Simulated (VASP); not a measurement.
# A VASP study of AgRu (r2SCAN): structure first, properties next, part 2 of 4

Aim: relax AgRu, then compute properties on the relaxed cell. The cell is invented: it takes the structure of a Materials Project entry for AgPd (space group 166 there), with some of its atoms replaced by other elements, volume scaled by an estimate. It may not be a known or stable phase.

VASP 6.6.1, plane waves and PAW; the level of theory is named at each step.

Still holding for the runs below: This run has no spin polarisation. Its electron count is odd, so without a moment it is a metal by construction. The k-mesh is coarse for a metal.

So far. Step 2 (Rough relaxation of the start cell): It ends with forces that vanish by symmetry and a pressure of -0.05 GPa. The relaxed cell has a = 2.724, c = 14.187 Å (conventional setting).

## Step 3: Full relaxation (r2SCAN)

Level of this step: r2SCAN; plane waves and PAW (Ag, Ru_pv); invented cell (VASP).

Properties are meant for the cell that this level of theory prefers, so cell and atoms are relaxed first (ISIF = 3) until forces and stress are small; EDIFFG sets the threshold.

File INCAR:

```
SYSTEM = AgRu
PREC = Accurate
ENCUT = 400
EDIFF = 1E-06
NELM = 100
ISMEAR = 1
SIGMA = 0.2
LREAL = .FALSE.
ALGO = Normal
METAGGA = R2SCAN
LASPH = .TRUE.
NBANDS = 18
LORBIT = 11
LWAVE = .FALSE.
LCHARG = .FALSE.
IBRION = 2
NSW = 60
ISIF = 3
EDIFFG = -0.01
```

File POSCAR:

```
AgRu
1.0
    1.3622043117      0.7864693544      4.7289287604
   -1.3622043117      0.7864693544      4.7289287604
    0.0000000000     -1.5729376969      4.7289287545
Ag Ru
1 1
Direct
    0.0000000000      0.0000000000      0.0000000000
    0.5000000000      0.5000000000      0.5000000000
```

File KPOINTS:

```
Automatic mesh
0
Gamma
8 8 8
0 0 0
```

The projector-augmented-wave data sets are Ag and Ru_pv (PBE family, release 64).

On the command line:

```bash
> mpirun -np 1 vasp_std
```

Output:

```text
[banner, memory and clock lines left out]
running    1 mpi-ranks, on    1 nodes
 distrk:  each k-point on    1 cores,    1 groups
 distr:  one band on    1 cores,    1 groups

 POSCAR found type information on POSCAR AgRu
 POSCAR found :  2 types and       2 ions
 [... a notice as in an earlier step ...]

 LDA part: xc-table for (None), standard interpolation
 POSCAR, INCAR and KPOINTS ok, starting setup
 FFT: planning ... GRIDC
 FFT: planning ... GRID_SOFT
 FFT: planning ... GRID
 WAVECAR not read
 entering main loop
       N       E                     dE             d eps       ncg     rms          rms(c)
DAV:   1     0.132308566137E+03    0.13231E+03   -0.12963E+04  2444   0.118E+03
DAV:   2    -0.513143792750E+02   -0.18362E+03   -0.18003E+03  2412   0.346E+02
DAV:   3    -0.543983093639E+02   -0.30839E+01   -0.30608E+01  2640   0.506E+01
DAV:   4    -0.544225802367E+02   -0.24271E-01   -0.24207E-01  3020   0.421E+00
DAV:   5    -0.544230762471E+02   -0.49601E-03   -0.49392E-03  2818   0.486E-01    0.146E+01
DAV:   6    -0.456293099582E+02    0.87938E+01   -0.13736E+01  2550   0.411E+01    0.808E+00
DAV:   7    -0.455780756937E+02    0.51234E-01   -0.71168E-01  2614   0.103E+01    0.307E+00
DAV:   8    -0.455708619258E+02    0.72138E-02   -0.10901E-01  2532   0.278E+00    0.183E+00
DAV:   9    -0.455689074388E+02    0.19545E-02   -0.27978E-02  2502   0.185E+00    0.280E-01
DAV:  10    -0.455688477285E+02    0.59710E-04   -0.44340E-03  2618   0.775E-01    0.653E-02
DAV:  11    -0.455688982319E+02   -0.50503E-04   -0.34301E-04  2570   0.171E-01    0.468E-02
DAV:  12    -0.455689062320E+02   -0.80001E-05   -0.76363E-05  2644   0.924E-02    0.694E-03
DAV:  13    -0.455689064079E+02   -0.17583E-06   -0.42408E-06  2690   0.178E-02
   1 F= -.45568906E+02 E0= -.45569171E+02  d E =-.455689E+02
 curvature:   0.00 expect dE= 0.000E+00 dE for cont linesearch  0.000E+00
 trial: gam= 0.00000 g(F)=  0.615E-58 g(S)=  0.173E-03 ort = 0.000E+00 (trialstep = 0.100E+01)
 search vector abs. value=  0.173E-03
 bond charge predicted
       N       E                     dE             d eps       ncg     rms          rms(c)
DAV:   1    -0.455709301632E+02   -0.20239E-02   -0.53166E-02  2394   0.201E+00    0.299E-01
DAV:   2    -0.455691488011E+02    0.17814E-02   -0.72373E-03  2534   0.656E-01    0.101E-01
DAV:   3    -0.455690277934E+02    0.12101E-03   -0.13912E-03  2438   0.376E-01    0.715E-02
DAV:   4    -0.455689925370E+02    0.35256E-04   -0.14044E-04  2440   0.113E-01    0.285E-02
DAV:   5    -0.455689939319E+02   -0.13949E-05   -0.21985E-05  2518   0.344E-02    0.117E-02
DAV:   6    -0.455689948008E+02   -0.86885E-06   -0.26560E-06  2088   0.142E-02
   2 F= -.45568995E+02 E0= -.45569313E+02  d E =-.883929E-04
[... from here on, the cycles between the ionic steps are left out ...]
   3 F= -.45568995E+02 E0= -.45569314E+02  d E =-.882589E-04
   4 F= -.45568995E+02 E0= -.45569314E+02  d E =-.884588E-04
   5 F= -.45568971E+02 E0= -.45569261E+02  d E =-.643736E-04
   6 F= -.45568993E+02 E0= -.45569305E+02  d E =-.864049E-04
   7 F= -.45568994E+02 E0= -.45569305E+02  d E =-.874106E-04
   8 F= -.45568994E+02 E0= -.45569308E+02  d E =-.878056E-04
   9 F= -.45568987E+02 E0= -.45569300E+02  d E =0.767814E-05
 trial-energy change:    0.000008  1 .order    0.000006   -0.000030    0.000042
 step:   0.4084(harm=  0.4084)  dis= 0.00000  next Energy=   -45.569000 (dE=-0.617E-05)
 bond charge predicted
       N       E                     dE             d eps       ncg     rms          rms(c)
DAV:   1    -0.455691754679E+02   -0.18813E-03   -0.39268E-03  2390   0.624E-01    0.953E-02
DAV:   2    -0.455690004102E+02    0.17506E-03   -0.73523E-04  2428   0.223E-01    0.213E-02
DAV:   3    -0.455689986539E+02    0.17563E-05   -0.43183E-05  2506   0.682E-02    0.220E-02
DAV:   4    -0.455689980470E+02    0.60698E-06   -0.94314E-06  2302   0.300E-02
  10 F= -.45568998E+02 E0= -.45569313E+02  d E =-.383348E-05
 curvature:  -0.21 expect dE=-0.129E-05 dE for cont linesearch -0.118E-05
 trial: gam= 0.00000 g(F)=  0.970E-58 g(S)=  0.619E-05 ort =-0.132E-04 (trialstep = 0.870E+00)
 search vector abs. value=  0.619E-05
 reached required accuracy - stopping structural energy minimisation
```

It took 7.7 min on 1 MPI rank of Intel Xeon 6975P-C (Granite Rapids), shared host; peak memory 0.23 GiB.

Parts of OUTCAR (step 3):

```text
  LATTYP: Found a trigonal (rhomboedric) cell.
 ALAT       =     4.9836634972
 COS(alpha) =     0.8505771268

The static configuration has the point symmetry D_3d.

 Found     65 irreducible k-points:

   k-points           NKPTS =     65   k-points in BZ     NKDIM =     65   number of bands    NBANDS=     18

   dimension x,y,z NGX =    36 NGY =   36 NGZ =   36
   dimension x,y,z NGXF=    72 NGYF=   72 NGZF=   72

   ENCUT  =  400.0 eV  29.40 Ry    5.42 a.u.   8.13  8.13  8.13*2*pi/ulx,y,z

   NELECT =      25.0000    total number of electrons

 E-fermi :  10.2449

 k-point     1 :       0.0000    0.0000    0.0000
  band No.  band energies     occupation
    ...
      9       6.2449      2.00000
     10       6.3772      2.00000
     11       8.6926      2.00000
     12       8.6926      2.00000
     13      10.0067      2.07055
     14      10.9461     -0.00001
     15      10.9461     -0.00001
     16      16.4970      0.00000
     17      19.3445      0.00000
     18      26.4212      0.00000

 k-point     2 :       0.1250    0.0000   -0.0000
  band No.  band energies     occupation
    ...
      9       6.2246      2.00000
     10       6.6738      2.00000
     11       8.3073      2.00000
     12       8.9573      2.00000
     13       9.1033      2.00000
     14      10.7960     -0.00069
     15      12.5624     -0.00000
     16      16.6204      0.00000
     17      19.3447      0.00000
     18      26.8123      0.00000

  Total       -0.0098433     -0.0098433      0.0079280      0.0000000      0.0000000      0.0000000
  in kB       -0.5192847     -0.5192847      0.4182461      0.0000000      0.0000000      0.0000000
  external PRESSURE =      -0.2067744 kB  Pullay stress =       0.0000000 kB

  energy-cutoff  :      400.00
  volume of cell :       30.37
      direct lattice vectors                 reciprocal lattice vectors
     1.362902328  0.786872354  4.719813034     0.366864147  0.211809116  0.070624251
    -1.362902328  0.786872354  4.719813034    -0.366864147  0.211809116  0.070624251
    -0.000000000 -1.573743697  4.719813029     0.000000000 -0.423618233  0.070624297

 POSITION                                       TOTAL-FORCE (eV/Angst)
 -----------------------------------------------------------------------------------
     -0.00000      0.00000      0.00000         0.000000     -0.000000      0.000000
     -0.00000      0.00000      7.07972        -0.000000      0.000000     -0.000000
 -----------------------------------------------------------------------------------
    total drift:                                0.000000     -0.000000      0.000000

  FREE ENERGIE OF THE ION-ELECTRON SYSTEM (eV)
  ---------------------------------------------------
  free  energy   TOTEN  =       -45.5689980470 eV

  energy  without entropy=      -45.5699430518  energy(sigma->0) =      -45.56931305

 total charge
# of ion       s       p       d       tot
------------------------------------------
    1        0.485   0.436   9.145  10.066
    2        0.356   6.204   5.948  12.508
--------------------------------------------------
tot          0.840   6.640  15.093  22.573

[... 2 parts as in an earlier step ...]

[... 7 further parts left out ...]
```

Relaxation path:

| step | energy less that of the first step (eV) | largest force (eV/Å) | pressure (GPa) | volume (Å³) |
| --- | --- | --- | --- | --- |
| 1 | 0.0000 | 0.0000 | -0.10 | 30.40 |
| 2 | -0.0001 | 0.0000 | 0.09 | 30.35 |
| 3 | -0.0001 | 0.0000 | 0.10 | 30.35 |
| 4 | -0.0001 | 0.0000 | 0.11 | 30.36 |
| 5 | -0.0001 | 0.0000 | 0.00 | 30.38 |
| 6 | -0.0001 | 0.0000 | 0.08 | 30.36 |
| 7 | -0.0001 | 0.0000 | 0.06 | 30.36 |
| 8 | -0.0001 | 0.0000 | 0.08 | 30.36 |
| 9 | -0.0001 | 0.0000 | -0.16 | 30.39 |
| 10 | -0.0001 | 0.0000 | -0.02 | 30.37 |

| conventional cell, symmetrised | before | after | change |
| --- | --- | --- | --- |
| a (Å) | 2.724 | 2.726 | +0.1 % |
| b (Å) | 2.724 | 2.726 | +0.1 % |
| c (Å) | 14.187 | 14.159 | -0.2 % |
| volume (Å³/atom) | 15.20 | 15.19 | -0.1 % |

The relaxed structure:

```xyz
2
Lattice="1.3629 0.7869 4.7198 -1.3629 0.7869 4.7198 0.0000 -1.5737 4.7198" Properties=species:S:1:pos:R:3 pbc="T T T"
Ag    0.0000    0.0000    0.0000
Ru    0.0000    0.0000    7.0797
```

This step gave:

```
irreducible k-points            : 65
free energy (TOTEN)             : -45.57 eV
energy at zero smearing         : -45.57 eV
Fermi energy                    : 10.24 eV
pressure                        : -0.02068 GPa
SCF cycles over all ionic steps : 50
```

It ends with forces that vanish by symmetry and a pressure of -0.02 GPa.

## Step 4: Density, ELF and potential (r2SCAN)

A single point on the relaxed cell gives a clean self-consistent state, with density, ELF and potential written out.

Edit INCAR of step 3 so:

```diff
@@ -14,6 +14,5 @@
 LWAVE = .FALSE.
-LCHARG = .FALSE.
-IBRION = 2
-NSW = 60
-ISIF = 3
-EDIFFG = -0.01
+LCHARG = .TRUE.
+ISIF = 2
+LELF = .TRUE.
+LVHAR = .TRUE.
```

File POSCAR:

```
AgRu
1.0
    1.3629023282      0.7868723539      4.7198130342
   -1.3629023282      0.7868723539      4.7198130342
    0.0000000000     -1.5737436974      4.7198130286
Ag Ru
1 1
Direct
    0.0000000000      0.0000000000      0.0000000000
    0.5000000000      0.5000000000      0.5000000000
```

KPOINTS is that of step 3.

On the command line:

```bash
> mpirun -np 1 vasp_std
```

Output:

```text
[... set-up lines as in an earlier step ...]
 entering main loop
       N       E                     dE             d eps       ncg     rms          rms(c)
DAV:   1     0.130356423911E+03    0.13036E+03   -0.12906E+04  2444   0.118E+03
DAV:   2    -0.514706208210E+02   -0.18183E+03   -0.17799E+03  2458   0.345E+02
DAV:   3    -0.544010422791E+02   -0.29304E+01   -0.29119E+01  2634   0.498E+01
DAV:   4    -0.544240180095E+02   -0.22976E-01   -0.22898E-01  3026   0.406E+00
DAV:   5    -0.544244708843E+02   -0.45287E-03   -0.45011E-03  2704   0.472E-01    0.147E+01
DAV:   6    -0.456286012057E+02    0.87959E+01   -0.13706E+01  2556   0.411E+01    0.809E+00
DAV:   7    -0.455782513685E+02    0.50350E-01   -0.71578E-01  2572   0.103E+01    0.306E+00
DAV:   8    -0.455709519312E+02    0.72994E-02   -0.10958E-01  2558   0.280E+00    0.183E+00
DAV:   9    -0.455689497051E+02    0.20022E-02   -0.27952E-02  2508   0.185E+00    0.282E-01
DAV:  10    -0.455688981995E+02    0.51506E-04   -0.44319E-03  2594   0.775E-01    0.650E-02
DAV:  11    -0.455689474573E+02   -0.49258E-04   -0.33642E-04  2590   0.169E-01    0.468E-02
DAV:  12    -0.455689546220E+02   -0.71647E-05   -0.74198E-05  2632   0.913E-02    0.706E-03
DAV:  13    -0.455689548681E+02   -0.24605E-06   -0.44883E-06  2712   0.182E-02
   1 F= -.45568955E+02 E0= -.45569272E+02  d E =0.951731E-03
```

It took 59 s on 1 MPI rank; peak memory 0.19 GiB.

From OUTCAR (step 4):

```text
  LATTYP: Found a trigonal (rhomboedric) cell.
 ALAT       =     4.9752694334
 COS(alpha) =     0.8499188114

The static configuration has the point symmetry D_3d.

 Found     65 irreducible k-points:

   dimension x,y,z NGX =    32 NGY =   32 NGZ =   32
   dimension x,y,z NGXF=    64 NGYF=   64 NGZF=   64

   ENCUT  =  400.0 eV  29.40 Ry    5.42 a.u.   8.11  8.11  8.11*2*pi/ulx,y,z

   NELECT =      25.0000    total number of electrons

 E-fermi :  10.2448

 k-point     1 :       0.0000    0.0000    0.0000
  band No.  band energies     occupation
    ...
      9       6.2446      2.00000
     10       6.3772      2.00000
     11       8.6926      2.00000
     12       8.6926      2.00000
     13      10.0075      2.07045
     14      10.9459     -0.00001
     15      10.9459     -0.00001
     16      16.4972      0.00000
     17      19.3447      0.00000
     18      26.4212      0.00000

 k-point     2 :       0.1250    0.0000   -0.0000
  band No.  band energies     occupation
    ...
      9       6.2243      2.00000
     10       6.6739      2.00000
     11       8.3074      2.00000
     12       8.9574      2.00000
     13       9.1033      2.00000
     14      10.7958     -0.00069
     15      12.5627     -0.00000
     16      16.6206      0.00000
     17      19.3448      0.00000
     18      26.8128      0.00000

  Total        0.0028048      0.0028048     -0.0018981     -0.0000000     -0.0000000      0.0000000
  in kB        0.1479681      0.1479681     -0.1001324     -0.0000000     -0.0000000      0.0000000
  external PRESSURE =       0.0652680 kB  Pullay stress =       0.0000000 kB

  energy-cutoff  :      400.00
  volume of cell :       30.37
      direct lattice vectors                 reciprocal lattice vectors
     1.362902328  0.786872354  4.719813034     0.366864147  0.211809116  0.070624251
    -1.362902328  0.786872354  4.719813034    -0.366864147  0.211809116  0.070624251
     0.000000000 -1.573743697  4.719813029     0.000000000 -0.423618233  0.070624297

 POSITION                                       TOTAL-FORCE (eV/Angst)
 -----------------------------------------------------------------------------------
      0.00000      0.00000      0.00000         0.000000     -0.000000     -0.000000
      0.00000      0.00000      7.07972        -0.000000      0.000000      0.000000
 -----------------------------------------------------------------------------------
    total drift:                               -0.000000      0.000000      0.000000

  FREE ENERGIE OF THE ION-ELECTRON SYSTEM (eV)
  ---------------------------------------------------
  free  energy   TOTEN  =       -45.5689548681 eV

  energy  without entropy=      -45.5699065992  energy(sigma->0) =      -45.56927211

 total charge
# of ion       s       p       d       tot
------------------------------------------
    1        0.484   0.436   9.145  10.066
    2        0.356   6.204   5.948  12.508
--------------------------------------------------
tot          0.840   6.640  15.093  22.573

[... 3 parts as in an earlier step ...]

[... 6 further parts left out ...]
```

Numbers from this step:

- SCF cycles: 13
- pressure: 0.006527 GPa

Valence electrons inside each PAW sphere by angular momentum. Sphere charges, by row:

| atom | s (e) | p (e) | d (e) | tot (e) |
| --- | --- | --- | --- | --- |
| Ag1 | 0.484 | 0.436 | 9.145 | 10.07 |
| Ru2 | 0.356 | 6.204 | 5.948 | 12.51 |

ELF in the ac plane of the conventional cell at fractional y = 0.000, with atoms of Ag and Ru within 0.2 Å of it. It is the smooth field of the valence electrons, not physical close to the nuclei.

Ten even steps from '0' (0.02) to '9' (0.42), each cell a mean:
```
00145543455310
45555444445555
66555555555566
76656788876566
66555677765556
55554455544555
33444555554433
33345655665433
44445666665444
55544444444555
88765556555678
24798666668973
46897666668986
77654555555567
55544555544455
44445665665444
33345655565433
44444455544444
55555555555555
66556788876566
76656677765566
55555444445555
34455444445544
00035543455200
```
Columns run along a (2.7 Å), rows up along c (14.2 Å), edges of the conventional cell, whose origin can differ from the input's. Atoms in or near the plane, at fractional coordinates: Ag at (0.00, 0.00), Ru at (0.00, 0.50).

Valence density in the ac plane of the conventional cell at fractional y = 0.000, with atoms of Ag and Ru within 0.2 Å of it. It is the smooth field of the valence electrons, not physical close to the nuclei.

Values in e/Å³, 24 rows by 14 columns, each cell a mean:
```
4.9 4.3 3.2 1.9 0.9 0.5 0.3 0.2 0.3 0.5 1.1 2.2 3.4 4.5
0.9 0.8 0.6 0.4 0.3 0.2 0.2 0.2 0.2 0.2 0.3 0.5 0.6 0.8
0.2 0.2 0.3 0.3 0.3 0.4 0.4 0.4 0.4 0.4 0.3 0.3 0.3 0.2
0.3 0.3 0.3 0.5 0.7 1.0 1.3 1.4 1.2 0.9 0.6 0.4 0.3 0.3
0.2 0.3 0.3 0.4 0.6 0.8 1.0 1.1 1.0 0.7 0.5 0.4 0.3 0.3
0.2 0.2 0.2 0.2 0.3 0.3 0.3 0.3 0.3 0.3 0.2 0.2 0.2 0.2
0.1 0.2 0.2 0.2 0.3 0.3 0.4 0.4 0.4 0.3 0.3 0.2 0.2 0.1
0.2 0.2 0.3 0.4 0.6 0.8 1.1 1.2 1.0 0.8 0.5 0.3 0.2 0.2
0.2 0.2 0.3 0.3 0.5 0.7 0.9 0.9 0.8 0.6 0.4 0.3 0.2 0.2
0.3 0.3 0.2 0.2 0.3 0.3 0.3 0.3 0.3 0.3 0.2 0.2 0.2 0.3
2.2 1.9 1.3 0.8 0.4 0.3 0.2 0.2 0.3 0.3 0.5 0.9 1.5 2.0
7.4 6.8 5.4 3.2 1.4 0.6 0.4 0.3 0.4 0.7 1.7 3.7 5.7 7.0
6.2 5.6 4.3 2.4 1.1 0.5 0.4 0.3 0.4 0.6 1.3 2.9 4.6 5.8
1.1 1.0 0.7 0.5 0.3 0.3 0.2 0.2 0.2 0.3 0.3 0.5 0.8 1.0
0.2 0.2 0.2 0.2 0.3 0.3 0.4 0.4 0.4 0.3 0.3 0.2 0.2 0.2
0.2 0.2 0.3 0.4 0.6 0.8 1.1 1.2 1.0 0.8 0.5 0.3 0.3 0.2
0.2 0.2 0.2 0.3 0.5 0.7 0.9 0.9 0.8 0.6 0.4 0.3 0.2 0.2
0.1 0.1 0.2 0.2 0.2 0.3 0.3 0.3 0.3 0.3 0.2 0.2 0.2 0.1
0.2 0.2 0.2 0.2 0.3 0.4 0.4 0.5 0.4 0.4 0.3 0.2 0.2 0.2
0.3 0.3 0.3 0.5 0.7 1.0 1.3 1.4 1.2 0.9 0.6 0.4 0.3 0.3
0.3 0.3 0.3 0.4 0.6 0.8 1.0 1.1 1.0 0.7 0.5 0.4 0.3 0.3
0.3 0.3 0.3 0.3 0.3 0.3 0.3 0.3 0.3 0.3 0.3 0.3 0.3 0.3
1.6 1.4 1.1 0.7 0.4 0.3 0.2 0.2 0.2 0.3 0.4 0.8 1.1 1.5
6.2 5.4 4.0 2.4 1.1 0.5 0.3 0.3 0.3 0.6 1.4 2.7 4.3 5.7
```
Columns run along a (2.7 Å), rows up along c (14.2 Å), edges of the conventional cell, whose origin can differ from the input's. Atoms in or near the plane, at fractional coordinates: Ag at (0.00, 0.00), Ru at (0.00, 0.50).

Electrostatic potential energy in the ac plane of the conventional cell at fractional y = 0.000, with atoms of Ag and Ru within 0.2 Å of it. With pseudopotentials it is smooth inside the atoms' cores, unlike the true potential.

Ten even steps from '0' (-59 eV) to '9' (3 eV), each cell a mean:
```
00136899985310
77789999999877
99999888899999
99987654567999
99997655668999
99999999999999
99999988899999
99997655568999
99998766678999
99999999999999
44578999998654
00025799974100
00135899975210
66789999999876
99999988899999
99997655568999
99998766678999
99999999999999
99999888899999
99987654567999
99997655668999
99999999999999
45678999998755
00025899974100
```
Columns run along a (2.7 Å; values clipped at the 3rd and 97th percentile), rows up along c (14.2 Å), edges of the conventional cell, whose origin can differ from the input's. Atoms in or near the plane, at fractional coordinates: Ag at (0.00, 0.00), Ru at (0.00, 0.50).

In this run the pressure is 0.01 GPa, small enough to go on.

(Continued in part 3 of 4.)

[Lines on the potential files, build, host, timing and source positions are cut from VASP's logs without a mark.]

[Logs are printed without paths, hosts, clocks, repeated set-up lines and the standing remarks that a program may print on its own settings, such as how far it seeks lower states.]

[Hosts, paths, dates, database ids (printed as entryN), source tags and the programs' standing remarks are cut or masked in the printed files.]

[A measured line is paired with the nearest computed mode of its activity, which favours agreement.]
